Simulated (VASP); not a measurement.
Method: r2SCAN meta-GGA, VASP's PBE PAW potentials (set 64) (plane waves; VASP).

VASP ran on this input.

### KPOINTS
```
Automatic mesh
0
G
  14 14 12
```

### INCAR
```
ISIF = 2   ! forces and stress, cell fixed
METAGGA = R2SCAN
ALGO = Normal
PREC = Accurate
LCHARG = .FALSE.
LMAXMIX = 6
LMIXTAU = .TRUE.
LREAL = .FALSE.   ! projection in real space or not
SYSTEM = WC
EDIFF = 1E-7
SIGMA = 0.1
ISMEAR = 1
LASPH = .TRUE.   ! aspherical one-centre terms
NELM = 100   ! most electronic steps
ENCUT = 600
LWAVE = .FALSE.
```

### POSCAR
```
WC
1
    1.4585290190    -2.5262464408     0.0000000000
    1.4585290190     2.5262464408    -0.0000000000
    0.0000000000     0.0000000000     2.8399562685
W C
1 1
Direct
  0.0000000000   0.0000000000   0.0000000000
  0.3333330000   0.6666670000   0.5000000000
```

POTCAR, in this order: W_sv C (PBE.64 set). Program: vasp_std.

Output

**OSZICAR**
```
       N       E                     dE             d eps       ncg     rms          rms(c)
DAV:   1     0.810578514371E+02    0.81058E+02   -0.10905E+04  4376   0.174E+03
DAV:   2    -0.642159650267E+02   -0.14527E+03   -0.14151E+03  4943   0.419E+02
DAV:   3    -0.687064805706E+02   -0.44905E+01   -0.44330E+01  5296   0.663E+01
DAV:   4    -0.687510144317E+02   -0.44534E-01   -0.44488E-01  4716   0.704E+00
DAV:   5    -0.687513948607E+02   -0.38043E-03   -0.38041E-03  5268   0.670E-01    0.336E+01
DAV:   6    -0.612761621064E+02    0.74752E+01   -0.89933E+00  4856   0.376E+01    0.609E+00
DAV:   7    -0.615326670236E+02   -0.25650E+00   -0.42065E-01  4513   0.742E+00    0.492E+00
DAV:   8    -0.614800002770E+02    0.52667E-01   -0.20908E-01  4493   0.548E+00    0.103E+00
DAV:   9    -0.616092857477E+02   -0.12929E+00   -0.12817E-01  4478   0.365E+00    0.679E-01
DAV:  10    -0.616149217201E+02   -0.56360E-02   -0.45982E-03  4668   0.669E-01    0.447E-01
DAV:  11    -0.616151828735E+02   -0.26115E-03   -0.17980E-03  5033   0.327E-01    0.309E-01
DAV:  12    -0.616151735151E+02    0.93584E-05   -0.22235E-03  5023   0.388E-01    0.103E-01
DAV:  13    -0.616151972649E+02   -0.23750E-04   -0.71603E-05  4548   0.942E-02    0.981E-02
DAV:  14    -0.616152793965E+02   -0.82132E-04   -0.70400E-05  5028   0.673E-02    0.279E-02
DAV:  15    -0.616153489695E+02   -0.69573E-04   -0.66576E-05  4448   0.803E-02    0.102E-02
DAV:  16    -0.616153489021E+02    0.67398E-07   -0.13439E-06  5218   0.123E-02    0.103E-02
DAV:  17    -0.616153496096E+02   -0.70748E-06   -0.48278E-08  2279   0.238E-03    0.868E-03
DAV:  18    -0.616153483623E+02    0.12473E-05   -0.25797E-07  3748   0.467E-03    0.157E-03
DAV:  19    -0.616153488525E+02   -0.49024E-06   -0.19371E-08  2199   0.150E-03    0.154E-03
DAV:  20    -0.616153484362E+02    0.41630E-06   -0.71786E-09  2194   0.113E-03    0.753E-04
DAV:  21    -0.616153486675E+02   -0.23134E-06   -0.19773E-09  2199   0.527E-04    0.164E-04
DAV:  22    -0.616153486122E+02    0.55316E-07   -0.47935E-10  2194   0.244E-04
   1 F= -.61615349E+02 E0= -.61615345E+02  d E =-.102552E-04
```

OUTCAR:
```
------------------------ aborting loop because EDIFF is reached ----------------------------------------
  FORCE on cell =-STRESS in cart. coord.  units (eV):
  Direction    XX          YY          ZZ          XY          YZ          ZX
  --------------------------------------------------------------------------------------
  Total       -0.0319001     -0.0319001      0.0379468      0.0000000      0.0000000      0.0000000
  in kB       -2.4421385     -2.4421386      2.9050480      0.0000000      0.0000000      0.0000000
  external PRESSURE =      -0.6597430 kB  Pullay stress =       0.0000000 kB
  volume of cell :       20.93
      direct lattice vectors                 reciprocal lattice vectors
     1.458529019 -2.526246441  0.000000000     0.342811143 -0.197922100  0.000000000
     1.458529019  2.526246441  0.000000000     0.342811143  0.197922100  0.000000000
     0.000000000  0.000000000  2.839956268     0.000000000  0.000000000  0.352118098
 POSITION                                       TOTAL-FORCE (eV/Angst)
 -----------------------------------------------------------------------------------
      0.00000      0.00000      0.00000        -0.000000      0.000000      0.000000
      1.45853      0.84208      1.41998         0.000000     -0.000000      0.000000
 -----------------------------------------------------------------------------------
    total drift:                               -0.000000     -0.000388      0.000000
  FREE ENERGIE OF THE ION-ELECTRON SYSTEM (eV)
  ---------------------------------------------------
  free  energy   TOTEN  =       -61.6153486122 eV

  energy  without entropy=      -61.6153383570  energy(sigma->0) =      -61.61534519
```
(Selected blocks of OUTCAR.)

The compound is WC in the wc structure. It was relaxed first.
